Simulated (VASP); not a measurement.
Calculation: PBE GGA with D3 dispersion (zero damping), VASP's PBE PAW potentials (set 64) (plane waves; VASP).

The input files of a VASP run:

**INCAR**
```
SYSTEM=AlN
PREC=Accurate; ENCUT=520; LREAL=.FALSE.
LASPH=.TRUE.; ICHARG=11
EDIFF=1E-7; NELM=100; ALGO=Normal
ISMEAR=0; SIGMA=0.05
GGA=PE; IVDW=11
LWAVE=.FALSE.; LCHARG=.FALSE.; LORBIT=11
```

### KPOINTS
```
k-points along high-symmetry lines
10
Line-mode
Reciprocal
  0.000000   0.000000   0.000000 ! GAMMA
  0.000000   0.500000   0.000000 ! M

  0.000000   0.500000   0.000000 ! M
 -0.333333   0.666667   0.000000 ! K

 -0.333333   0.666667   0.000000 ! K
  0.000000   0.000000   0.000000 ! GAMMA

  0.000000   0.000000   0.000000 ! GAMMA
  0.000000   0.000000   0.500000 ! A

  0.000000   0.000000   0.500000 ! A
  0.000000   0.500000   0.500000 ! L

  0.000000   0.500000   0.500000 ! L
 -0.333333   0.666667   0.500000 ! H

 -0.333333   0.666667   0.500000 ! H
  0.000000   0.000000   0.500000 ! A

  0.000000   0.500000   0.500000 ! L
  0.000000   0.500000   0.000000 ! M

 -0.333333   0.666667   0.500000 ! H
 -0.333333   0.666667   0.000000 ! K
```

File POSCAR:
```
AlN
1
    1.5576545083    -2.6979367431     0.0000000000
    1.5576545083     2.6979367431     0.0000000000
    0.0000000000     0.0000000000     4.9899128774
Al N
2 2
Direct
  0.6666670000   0.3333330000   0.5001070540
  0.3333330000   0.6666670000   0.0001070540
  0.6666670000   0.3333330000   0.8818929460
  0.3333330000   0.6666670000   0.3818929460
```

POTCAR, in this order: Al N (PBE.64 set). Program: vasp_std. Read from the step before: CHGCAR.

What VASP printed:

OSZICAR:
```
       N       E                     dE             d eps       ncg     rms          rms(c)
DAV:   1     0.473754777666E+02    0.47375E+02   -0.73763E+03  2160   0.118E+03
DAV:   2    -0.255199045108E+02   -0.72895E+02   -0.65989E+02  3148   0.207E+02
DAV:   3    -0.290171286190E+02   -0.34972E+01   -0.34741E+01  2808   0.486E+01
DAV:   4    -0.290496178878E+02   -0.32489E-01   -0.32479E-01  2504   0.535E+00
DAV:   5    -0.290501213886E+02   -0.50350E-03   -0.50347E-03  2748   0.680E-01
DAV:   6    -0.290501338009E+02   -0.12412E-04   -0.12413E-04  2516   0.109E-01
DAV:   7    -0.290501341691E+02   -0.36826E-06   -0.36824E-06  2728   0.187E-02
DAV:   8    -0.290501341801E+02   -0.10990E-07   -0.11006E-07  2020   0.331E-03
   1 F= -.29696422E+02 E0= -.29696422E+02  d E =-.356249E-18
```

### OUTCAR
```
 val. band max:        6.1156026346   @ k =   0.0000   0.0000   0.0000

 cond. band min:      10.2858838941   @ k =   0.0000   0.0000   0.0000



 k-point     1 :       0.0000    0.0000    0.0000
  band No.  band energies     occupation
      1      -9.0490      2.00000
      2      -6.9165      2.00000
      3       0.1393      2.00000
      4       5.2518      2.00000
      5       5.2519      2.00000
      6       5.9003      2.00000
      7       5.9004      2.00000
      8       6.1156      2.00000
      9      10.2859      0.00000
     10      12.7416      0.00000
     11      16.6952      0.00000
     12      17.2377      0.00000

 k-point     2 :       0.0000    0.0556    0.0000
  band No.  band energies     occupation
      1      -9.0097      2.00000
      2      -6.8940      2.00000
      3       0.1861      2.00000
      4       5.0635      2.00000
      5       5.1980      2.00000
      6       5.7038      2.00000
      7       5.8956      2.00000
      8       6.0996      2.00000
      9      10.4846      0.00000
     10      12.9137      0.00000
     11      16.5313      0.00000
     12      16.9361      0.00000

 k-point     3 :       0.0000    0.1111    0.0000
  band No.  band energies     occupation
      1      -8.8932      2.00000
      2      -6.8291      2.00000
      3       0.3254      2.00000
      4       4.5503      2.00000
      5       5.0555      2.00000
      6       5.2225      2.00000
      7       5.8723      2.00000
      8       6.0449      2.00000
      9      10.9725      0.00000
     10      13.3492      0.00000
     11      16.0470      0.00000
     12      16.3139      0.00000

 k-point     4 :       0.0000    0.1667    0.0000
  band No.  band energies     occupation
      1      -8.7041      2.00000
      2      -6.7299      2.00000
      3       0.5540      2.00000
      4       3.8378      2.00000
      5       4.6139      2.00000
      6       4.8621      2.00000
      7       5.8201      2.00000
...
```

The density is held fixed in this step, so its total energy and stress have no physical meaning.

The compound is AlN in the wurtzite structure. It was relaxed first.
